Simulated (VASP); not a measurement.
Here is the system:

```
CELL_PARAMETERS angstrom
      2.16579    -3.75125     0.00000
      2.16579     3.75125     0.00000
      0.00000     0.00000     7.05999
ATOMIC_POSITIONS crystal
  Cd 0.66667 0.33333 0.49999
  Cd 0.33333 0.66667 0.99999
  Se 0.66667 0.33333 0.87601
  Se 0.33333 0.66667 0.37601
```

Method: r2SCAN+rVV10, VASP's PBE PAW potentials (set 64) (plane waves; VASP). Run with 520 eV cut-off, 7×7×4 Γ-centred mesh, tetrahedra with Blöchl corrections, potentials Cd Se.

Problem. Give the energies of bands 13 to 21 at the high-symmetry points, in eV from the valence-band maximum.

Solution. 
```tsv
band	Γ	M	K	A	L	H
13	-4.33	-4.14	-3.71	-2.60	-4.15	-4.03
14	-0.75	-3.57	-3.71	-2.60	-4.15	-4.03
15	-0.75	-2.62	-3.04	-0.39	-1.34	-2.42
16	-0.04	-1.84	-1.85	-0.39	-1.34	-2.42
17	0.00	-1.31	-1.85	-0.39	-1.33	-1.10
18	0.00	-0.74	-1.67	-0.39	-1.33	-1.10
19	1.06	3.61	4.45	2.76	3.28	4.18
20	2.61	3.65	5.19	2.76	3.28	4.18
21	6.35	5.02	5.19	6.22	5.23	6.03
```

The gap is direct, 1.06 eV, from the valence maximum at Γ to the conduction minimum at Γ.

Measured: gap 1.73 eV (computed value off by -0.67 eV), as given by Abedi et al., (2022), arXiv:2211.14644.

The compound is CdSe in the wurtzite structure. It was relaxed first.
